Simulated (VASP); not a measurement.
Level of theory: PBEsol GGA, VASP's PBE PAW potentials (set 64) (plane waves; VASP 6.6.1).

VASP input:

File KPOINTS:
```
Automatic mesh
0
Gamma
14 14 14
0 0 0
```

### INCAR
```
ALGO = Normal
EDIFF = 1E-6
ENCUT = 300
GGA = PS
ISIF = 2
ISMEAR = 0
LASPH = .TRUE.
LCHARG = .FALSE.
LMAXMIX = 6
LREAL = .FALSE.
LWAVE = .FALSE.
NELM = 100
PREC = Accurate
SIGMA = 0.1
SYSTEM = TiOs
```

POSCAR:
```
TiOs
3.084630
  1.0000000000   0.0000000000   0.0000000000
  0.0000000000   1.0000000000   0.0000000000
  0.0000000000   0.0000000000   1.0000000000
Ti Os
1 1
Cart
  0.5000000000   0.5000000000   0.5000000000
  0.0000000000   0.0000000000   0.0000000000
```

POTCAR, in this order: Ti_sv Os (PBE.64 set). Program: vasp_std.

The resulting files:

File OSZICAR:
```
       N       E                     dE             d eps       ncg     rms          rms(c)
DAV:   1     0.122874642382E+03    0.12287E+03   -0.79635E+03  3520   0.114E+03
DAV:   2    -0.100327503992E+02   -0.13291E+03   -0.12961E+03  3684   0.349E+02
DAV:   3    -0.238951616866E+02   -0.13862E+02   -0.13736E+02  6328   0.100E+02
DAV:   4    -0.242743003873E+02   -0.37914E+00   -0.37904E+00  3642   0.146E+01
DAV:   5    -0.242840493232E+02   -0.97489E-02   -0.97483E-02  5212   0.202E+00    0.167E+01
DAV:   6    -0.227470833022E+02    0.15370E+01   -0.12699E+01  4784   0.385E+01    0.106E+01
DAV:   7    -0.222514087583E+02    0.49567E+00   -0.76052E+00  5168   0.200E+01    0.435E+00
DAV:   8    -0.219967128714E+02    0.25470E+00   -0.14154E+00  4706   0.121E+01    0.127E+00
DAV:   9    -0.219918542343E+02    0.48586E-02   -0.48971E-02  3946   0.291E+00    0.224E-01
DAV:  10    -0.219922115808E+02   -0.35735E-03   -0.17381E-03  4534   0.423E-01    0.102E-01
DAV:  11    -0.219922074030E+02    0.41778E-05   -0.14823E-04  4306   0.158E-01    0.391E-02
DAV:  12    -0.219921822683E+02    0.25135E-04   -0.94718E-05  4796   0.662E-02    0.353E-03
DAV:  13    -0.219921823769E+02   -0.10867E-06   -0.11843E-06  2240   0.104E-02
   1 F= -.21992182E+02 E0= -.21991165E+02  d E =-.203545E-02
```

### OUTCAR
```
------------------------ aborting loop because EDIFF is reached ----------------------------------------
  FORCE on cell =-STRESS in cart. coord.  units (eV):
  Direction    XX          YY          ZZ          XY          YZ          ZX
  --------------------------------------------------------------------------------------
  Total       -1.1670126     -1.1670126     -1.1670126      0.0000000      0.0000000     -0.0000000
  in kB      -63.7054971    -63.7054971    -63.7054971      0.0000000      0.0000000     -0.0000000
  external PRESSURE =     -63.7054971 kB  Pullay stress =       0.0000000 kB
  volume of cell :       29.35
      direct lattice vectors                 reciprocal lattice vectors
     3.084630000  0.000000000  0.000000000     0.324187990  0.000000000  0.000000000
     0.000000000  3.084630000  0.000000000     0.000000000  0.324187990  0.000000000
     0.000000000  0.000000000  3.084630000     0.000000000  0.000000000  0.324187990
 POSITION                                       TOTAL-FORCE (eV/Angst)
 -----------------------------------------------------------------------------------
      1.54232      1.54232      1.54232         0.000000      0.000000      0.000000
      0.00000      0.00000      0.00000         0.000000      0.000000      0.000000
 -----------------------------------------------------------------------------------
    total drift:                                0.000000     -0.000000     -0.000000
  FREE ENERGIE OF THE ION-ELECTRON SYSTEM (eV)
  ---------------------------------------------------
  free  energy   TOTEN  =       -21.9921823769 eV

  energy  without entropy=      -21.9901469269  energy(sigma->0) =      -21.99116465
```
(Selected blocks of OUTCAR.)

At this cut-off the stress carries a Pulay error, which pulls relaxed volumes low.

The structure comes from a computed database's TiOs entry (Pm-3m); how it stands against other phases isn't given here. The cell was not relaxed at this level.
